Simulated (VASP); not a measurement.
The system is Sb.

```
Sb
1.0
     2.15420    1.24373    3.75800
    -2.15420    1.24373    3.75800
     0.00000   -2.48746    3.75800
Sb
2
Cartesian
  0.0000 0.0000 2.6324
  0.0000 0.0000 8.6416
```

Base run:

```yaml
Program: VASP 6.6.1
Functional: LDA
Potentials_or_basis: VASP PAW LDA potentials, release 64 (Sb)
Cutoff: 520 eV
k_mesh: 9 × 9 × 9
Occupations: fermi-dirac, width 0.05 eV
Spin: no spin polarisation
```

Its results: band gap on the k mesh 0.10 eV, indirect (least direct gap 0.49 eV); pressure -0.9 GPa; largest force 0.098 eV/Å.

After a change of settings the same cell gave: band gap on the k mesh 1.32 eV, indirect (least direct gap 1.36 eV); pressure -0.2 GPa; largest force 0.205 eV/Å. Which change was it?
A. functional from LDA to PBEsol; potentials or basis from VASP PAW LDA potentials, release 64 (Sb) to VASP PAW PBE potentials, release 64 (Sb); cutoff from 520 eV to 300 eV
B. functional from LDA to PBEsol; potentials or basis from VASP PAW LDA potentials, release 64 (Sb) to VASP PAW PBE potentials, release 64 (Sb)
C. cutoff from 520 eV to 300 eV; k mesh from 9 × 9 × 9 to 3 × 3 × 3

C.

Caveats: some runs use coarse meshes; spin-orbit coupling is left out, which moves the levels of the heavy elements; an odd mesh through Γ misses points on the zone boundary, where band edges often lie.
